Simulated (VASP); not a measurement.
These are PBEsol GGA, VASP's PBE PAW potentials (set 64) (plane waves; VASP) values and carry that method's errors.

VASP ran on this input.

### INCAR
```
ALGO=Normal
EDIFF=1E-7
ENCUT=400
GGA=PS
ISIF=2
ISMEAR=-5
LASPH=.TRUE.
LCHARG=.TRUE.
LMAXMIX=4
LORBIT=11
LREAL=.FALSE.
LWAVE=.FALSE.
NEDOS=601
NELM=100
PREC=Accurate
SYSTEM=SrCl2
```

File KPOINTS:
```
K-points
0
gamma
  8 8 8
```

POSCAR:
```
SrCl2
1
    0.0000000000     3.4577361220     3.4577361220
    3.4577361220     0.0000000000     3.4577361220
    3.4577361220     3.4577361220     0.0000000000
Sr Cl
1 2
Direct
  0.0000000000   0.0000000000   0.0000000000
  0.2500000000   0.2500000000   0.2500000000
  0.7500000000   0.7500000000   0.7500000000
```

POTCAR, in this order: Sr_sv Cl (PBE.64 set). Program: vasp_std.

The resulting files:

**OUTCAR**
```
 ion  position               nearest neighbor table
   1  0.000  0.000  0.000-   3 2.99   3 2.99   3 2.99   2 2.99   3 2.99   2 2.99   2 2.99   2 2.99
  LATTYP: Found a face centered cubic cell.
 ALAT       =     6.9154722440
 Subroutine PRICEL returns:
 Original cell was already a primitive cell.
 Subroutine GETGRP returns: Found 48 space group operations
The static configuration has the point symmetry O_h .
The dynamic configuration has the point symmetry O_h .
 Subroutine INISYM returns: Found 48 space group operations
 Subroutine IBZKPT returns following result:
 Found     29 irreducible k-points:

 Following reciprocal coordinates:
            Coordinates               Weight
  0.000000  0.000000  0.000000      1.000000
  0.125000  0.000000  0.000000      8.000000
  0.250000  0.000000  0.000000      8.000000
  0.375000  0.000000  0.000000      8.000000
  0.500000  0.000000  0.000000      4.000000
  0.125000  0.125000  0.000000      6.000000
  0.250000  0.125000  0.000000     24.000000
  0.375000  0.125000  0.000000     24.000000
  0.500000  0.125000  0.000000     24.000000
 -0.375000  0.125000  0.000000     24.000000
 -0.250000  0.125000  0.000000     24.000000
 -0.125000  0.125000  0.000000     12.000000
  0.250000  0.250000  0.000000      6.000000
  0.375000  0.250000  0.000000     24.000000
  0.500000  0.250000  0.000000     24.000000
 -0.375000  0.250000  0.000000     24.000000
 -0.250000  0.250000  0.000000     12.000000
  0.375000  0.375000  0.000000      6.000000
  0.500000  0.375000  0.000000     24.000000
 -0.375000  0.375000  0.000000     12.000000
  0.500000  0.500000  0.000000      3.000000
  0.375000  0.250000  0.125000     24.000000
  0.500000  0.250000  0.125000     48.000000
 -0.375000  0.250000  0.125000     24.000000
  0.500000  0.375000  0.125000     24.000000
...
```

File OSZICAR:
```
       N       E                     dE             d eps       ncg     rms          rms(c)
DAV:   1     0.128918964746E+03    0.12892E+03   -0.10084E+04   928   0.110E+03
DAV:   2    -0.606326952814E+01   -0.13498E+03   -0.13270E+03  1224   0.226E+02
DAV:   3    -0.133886303249E+02   -0.73254E+01   -0.73189E+01  1344   0.579E+01
DAV:   4    -0.135598308429E+02   -0.17120E+00   -0.17117E+00  1584   0.730E+00
DAV:   5    -0.135619562222E+02   -0.21254E-02   -0.21253E-02  1352   0.661E-01    0.149E+01
DAV:   6    -0.133351070278E+02    0.22685E+00   -0.57257E-01  1240   0.438E+00    0.941E+00
DAV:   7    -0.133388887079E+02   -0.37817E-02   -0.35660E-01  1384   0.382E+00    0.146E+00
DAV:   8    -0.133392489511E+02   -0.36024E-03   -0.54407E-02  1176   0.134E+00    0.274E-01
DAV:   9    -0.133409357757E+02   -0.16868E-02   -0.19022E-03  1264   0.281E-01    0.103E-01
DAV:  10    -0.133421041093E+02   -0.11683E-02   -0.10748E-03  1104   0.186E-01    0.323E-02
DAV:  11    -0.133422128413E+02   -0.10873E-03   -0.13515E-04  1320   0.600E-02    0.330E-02
DAV:  12    -0.133422255488E+02   -0.12707E-04   -0.20284E-05  1176   0.236E-02    0.720E-03
DAV:  13    -0.133422281882E+02   -0.26394E-05   -0.48345E-06  1224   0.120E-02    0.312E-03
DAV:  14    -0.133422284131E+02   -0.22494E-06   -0.64950E-07  1064   0.461E-03    0.295E-03
DAV:  15    -0.133422284097E+02    0.34397E-08   -0.44563E-08  1096   0.139E-03
   1 F= -.13342228E+02 E0= -.13342228E+02  d E =0.000000E+00
```

### OUTCAR
```
------------------------ aborting loop because EDIFF is reached ----------------------------------------
  FORCE on cell =-STRESS in cart. coord.  units (eV):
  Direction    XX          YY          ZZ          XY          YZ          ZX
  --------------------------------------------------------------------------------------
  Total        0.0033433      0.0033433      0.0033433     -0.0000000     -0.0000000      0.0000000
  in kB        0.0647860      0.0647860      0.0647860     -0.0000000     -0.0000000      0.0000000
  external PRESSURE =       0.0647860 kB  Pullay stress =       0.0000000 kB
  volume of cell :       82.68
      direct lattice vectors                 reciprocal lattice vectors
     0.000000000  3.457736122  3.457736122    -0.144603284  0.144603284  0.144603284
     3.457736122  0.000000000  3.457736122     0.144603284 -0.144603284  0.144603284
     3.457736122  3.457736122  0.000000000     0.144603284  0.144603284 -0.144603284
 POSITION                                       TOTAL-FORCE (eV/Angst)
 -----------------------------------------------------------------------------------
      0.00000      0.00000      0.00000         0.000000      0.000000      0.000000
      1.72887      1.72887      1.72887         0.000000      0.000000      0.000000
      5.18660      5.18660      5.18660        -0.000000     -0.000000     -0.000000
 -----------------------------------------------------------------------------------
    total drift:                                0.000000     -0.000000      0.000000
  FREE ENERGIE OF THE ION-ELECTRON SYSTEM (eV)
  ---------------------------------------------------
  free  energy   TOTEN  =       -13.3422284097 eV

  energy  without entropy=      -13.3422284097  energy(sigma->0) =      -13.34222841

 total charge

# of ion       s       p       d       tot
------------------------------------------
    1        1.997   5.739   0.165   7.902
    2        1.582   3.554   0.000   5.136
    3        1.582   3.554   0.000   5.136
--------------------------------------------------
tot          5.161  12.847   0.165  18.174
```
(Selected blocks of OUTCAR.)

The compound is SrCl2 in the fluorite structure. It was relaxed first.
